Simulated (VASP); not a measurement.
## HfN (rock salt): computed properties

Computed with PBEsol GGA, VASP's PBE PAW potentials (set 64) (plane waves; VASP).

```yaml
space_group: Fm-3m (225)
cell: a = b = c = 4.490 Å, α = β = γ = 90.00°
volume_per_atom: 11.32 Å³/atom
band gap (over mesh and band path): none (metal, semimetal or under 0.01 eV)
hill_bulk_modulus: 293 GPa
hill_shear_modulus: 176 GPa
Poisson's ratio: 0.250
density: 14.12 g/cm³
optical Γ-point spectrum: 519 (×3) cm⁻¹
C11: 656 GPa
C12: 112 GPa
C44: 130 GPa
```

```yaml
crystal:
  lattice:
    - [0.00000, 2.24524, 2.24524]
    - [2.24524, 0.00000, 2.24524]
    - [2.24524, 2.24524, 0.00000]
  atoms:
    - { symbol: Hf, position: [0.00000, 0.00000, 0.00000] }
    - { symbol: N, position: [0.50000, 0.50000, 0.50000] }
```

Measured: a 4.524 Å (computed value off by -0.8 %), as given by Seo, Lee, Wen, Petrov, Greene, Gall, J. Appl. Phys. 96, 878 (2004). The calculation is for a static lattice, while the measured a holds thermal and zero-point effects, which are part of the difference. Finite-difference elastic constants of metals are sensitive to mesh and smearing; shear constants can be off by tens of GPa. Unless said otherwise, spin-orbit coupling is left out, though it shifts the bands of the heavy elements here.

The compound is HfN in the rock salt structure. It was relaxed first. Symmetry was kept, so distortions that lower it aren't found. The electron count is odd and the run is not spin-polarised, which forces a metal.
